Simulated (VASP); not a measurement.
Calculation: optB88-vdW, VASP's PBE PAW potentials (set 64) (plane waves; VASP 6.6.1).

VASP input:

KPOINTS:
```
Automatic mesh
0
Gamma
15 15 15
0 0 0
```

**INCAR**
```
ALGO  =  Normal   ! blocked Davidson
ISIF  =  3   ! ions, shape and volume
GGA  =  BO
PARAM2  =  0.22
LREAL  =  .False.   ! projection in real space or not
EDIFFG  =  -0.01   ! ionic stop
ENCUT  =  520
NELM  =  100   ! most electronic steps
SYSTEM  =  W
EDIFF  =  1E-6   ! SCF stop (eV)
LMAXMIX  =  6
PREC  =  Accurate
AGGAC  =  0.0
SIGMA  =  0.1   ! width (eV)
ISMEAR  =  1
PARAM1  =  0.1833333333
LCHARG  =  .False.
IBRION  =  2   ! conjugate gradients
LUSE_VDW  =  .True.
NSW  =  60   ! most ionic steps
LASPH  =  .True.   ! aspherical one-centre terms
LWAVE  =  .False.
```

**POSCAR**
```
W
1
   -1.5800000000     1.5800000000     1.5800000000
    1.5800000000    -1.5800000000     1.5800000000
    1.5800000000     1.5800000000    -1.5800000000
W
1
Direct
  0.0000000000   0.0000000000   0.0000000000
```

POTCAR, in this order: W_sv (PBE.64 set). Program: vasp_std.

What VASP printed:

OSZICAR:
```
       N       E                     dE             d eps       ncg     rms          rms(c)
DAV:   1     0.802144721180E+02    0.80214E+02   -0.78656E+03  2648   0.145E+03
DAV:   2    -0.855375309378E+01   -0.88768E+02   -0.85521E+02  2829   0.331E+02
DAV:   3    -0.101592861996E+02   -0.16055E+01   -0.15805E+01  2998   0.439E+01
DAV:   4    -0.101688176117E+02   -0.95314E-02   -0.95412E-02  2846   0.350E+00
DAV:   5    -0.101688843569E+02   -0.66745E-04   -0.66744E-04  2982   0.314E-01    0.205E+01
DAV:   6    -0.974213039405E+01    0.42675E+00   -0.48953E-01  2796   0.929E+00    0.834E+00
DAV:   7    -0.962983998691E+01    0.11229E+00   -0.26108E-01  2906   0.639E+00    0.562E-01
DAV:   8    -0.962646288746E+01    0.33771E-02   -0.40059E-03  2715   0.937E-01    0.122E-01
DAV:   9    -0.962651760760E+01   -0.54720E-04   -0.56144E-05  2974   0.999E-02    0.701E-02
DAV:  10    -0.962651573501E+01    0.18726E-05   -0.23762E-05  2808   0.742E-02    0.101E-02
DAV:  11    -0.962651613757E+01   -0.40256E-06   -0.19114E-07  1734   0.656E-03
   1 F= -.96265161E+01 E0= -.96267272E+01  d E =-.962652E+01
       N       E                     dE             d eps       ncg     rms          rms(c)
DAV:   1    -0.112459991859E+02   -0.16195E+01   -0.40271E+01  2697   0.103E+02    0.131E+01
DAV:   2    -0.971989273940E+01    0.15261E+01   -0.26571E+00  2670   0.205E+01    0.352E+00
DAV:   3    -0.952486779660E+01    0.19502E+00   -0.61577E-01  2759   0.995E+00    0.206E+00
DAV:   4    -0.952892013816E+01   -0.40523E-02   -0.92432E-03  2720   0.129E+00    0.605E-01
DAV:   5    -0.952950507822E+01   -0.58494E-03   -0.16135E-03  2890   0.501E-01    0.213E-02
DAV:   6    -0.952950667850E+01   -0.16003E-05   -0.18156E-05  2847   0.565E-02    0.784E-03
DAV:   7    -0.952950759264E+01   -0.91414E-06   -0.49027E-07  1636   0.103E-02
   2 F= -.95295076E+01 E0= -.95297242E+01  d E =0.970085E-01
       N       E                     dE             d eps       ncg     rms          rms(c)
DAV:   1    -0.106161251735E+02   -0.10866E+01   -0.21944E+01  2700   0.710E+01    0.130E+01
DAV:   2    -0.978533858815E+01    0.83079E+00   -0.12037E+00  2682   0.155E+01    0.266E+00
DAV:   3    -0.963573723193E+01    0.14960E+00   -0.39439E-01  2735   0.843E+00    0.257E+00
DAV:   4    -0.963598221716E+01   -0.24499E-03   -0.10168E-02  2732   0.136E+00    0.992E-02
DAV:   5    -0.963587929543E+01    0.10292E-03   -0.84933E-04  2844   0.377E-01    0.201E-02
DAV:   6    -0.963587623478E+01    0.30606E-05   -0.15516E-05  2766   0.562E-02    0.138E-02
DAV:   7    -0.963587612218E+01    0.11260E-06   -0.83175E-07  1642   0.132E-02
   3 F= -.96358761E+01 E0= -.96360909E+01  d E =-.935998E-02
       N       E                     dE             d eps       ncg     rms          rms(c)
DAV:   1    -0.963597837374E+01   -0.10214E-03   -0.20716E-03  2712   0.720E-01    0.118E-01
DAV:   2    -0.963590166558E+01    0.76708E-04   -0.11411E-04  2709   0.146E-01    0.263E-02
DAV:   3    -0.963588901963E+01    0.12646E-04   -0.35857E-05  2742   0.793E-02    0.218E-02
DAV:   4    -0.963588976371E+01   -0.74408E-06   -0.76502E-07  1752   0.124E-02
   4 F= -.96358898E+01 E0= -.96361054E+01  d E =-.937363E-02
```

OUTCAR:
```
------------------------ aborting loop because EDIFF is reached ----------------------------------------
  FORCE on cell =-STRESS in cart. coord.  units (eV):
  Direction    XX          YY          ZZ          XY          YZ          ZX
  --------------------------------------------------------------------------------------
  Total       -0.0069910     -0.0069910     -0.0069910      0.0000000      0.0000000      0.0000000
  in kB       -0.6927237     -0.6927237     -0.6927237      0.0000000      0.0000000      0.0000000
  external PRESSURE =      -0.6927237 kB  Pullay stress =       0.0000000 kB
  volume of cell :       16.17
      direct lattice vectors                 reciprocal lattice vectors
    -1.592981259  1.592981259  1.592981259     0.000000000  0.313876888  0.313876888
     1.592981259 -1.592981259  1.592981259     0.313876888  0.000000000  0.313876888
     1.592981259  1.592981259 -1.592981259     0.313876888  0.313876888  0.000000000
 POSITION                                       TOTAL-FORCE (eV/Angst)
 -----------------------------------------------------------------------------------
     -0.00000      0.00000      0.00000         0.000000     -0.000000     -0.000000
 -----------------------------------------------------------------------------------
    total drift:                               -0.000000     -0.000000      0.000000
  FREE ENERGIE OF THE ION-ELECTRON SYSTEM (eV)
  ---------------------------------------------------
  free  energy   TOTEN  =        -9.6358897637 eV

  energy  without entropy=       -9.6365365393  energy(sigma->0) =       -9.63610536

 reached required accuracy - stopping structural energy minimisation
```
(Selected blocks of OUTCAR.)

### CONTCAR
```
W
   1.00000000000000
    -1.5929812592357064    1.5929812592357064    1.5929812592357064
     1.5929812592357064   -1.5929812592357064    1.5929812592357064
     1.5929812592357064    1.5929812592357064   -1.5929812592357064
  W
     1
Direct
     0.0000000000000000    0.0000000000000000    0.0000000000000000
```

### OUTCAR
```
 val. band max:       10.9921940050   @ k =   0.4000   0.0667   0.0667

 cond. band min:      11.1373131737   @ k =  -0.2667   0.2667   0.1333


 Fermi energy:        11.0297362050

 k-point     1 :       0.0000    0.0000    0.0000
  band No.  band energies     occupation
      1     -63.2037      2.00000
      2     -26.7861      2.00000
      3     -26.7861      2.00000
      4     -26.7861      2.00000
      5       1.6282      2.00000
      6       9.8150      2.00000
      7       9.8150      2.00000
      8       9.8150      2.00000
      9      13.2383      0.00000
     10      13.2384      0.00000
     11      25.6827      0.00000

 k-point     2 :       0.0667    0.0000    0.0000
  band No.  band energies     occupation
      1     -63.1984      2.00000
      2     -26.8421      2.00000
      3     -26.8037      2.00000
      4     -26.7863      2.00000
      5       1.8383      2.00000
      6       9.6904      2.00000
      7       9.7878      2.00000
      8      10.0169      2.00000
      9      13.0438      0.00000
     10      13.2401      0.00000
     11      25.8572      0.00000

 k-point     3 :       0.1333    0.0000    0.0000
  band No.  band energies     occupation
      1     -63.1836      2.00000
      2     -26.9982      2.00000
      3     -26.8532      2.00000
      4     -26.7870      2.00000
      5       2.4349      2.00000
      6       9.3569      2.00000
      7       9.6595      2.00000
      8      10.6130      2.00000
      9      12.6830     -0.00000
     10      13.2588      0.00000
     11      26.2438      0.00000

 k-point     4 :       0.2000    0.0000    0.0000
  band No.  band energies     occupation
      1     -63.1616      2.00000
      2     -27.2225      2.00000
      3     -26.9253      2.00000
      4     -26.7879      2.00000
      5       3.3045      2.00000
      6       8.9082      2.00000
      7       9.4017      2.00000
      8      11.5732     -0.00000
      9      12.5303     -0.00000
...
```

Energy and stress use the plane-wave basis of the starting cell. Unless said otherwise, spin-orbit coupling is left out, though it shifts the bands of the heavy elements here.

The compound is W in the bcc structure. This run relaxes it. Symmetry was kept, so distortions that lower it aren't found.
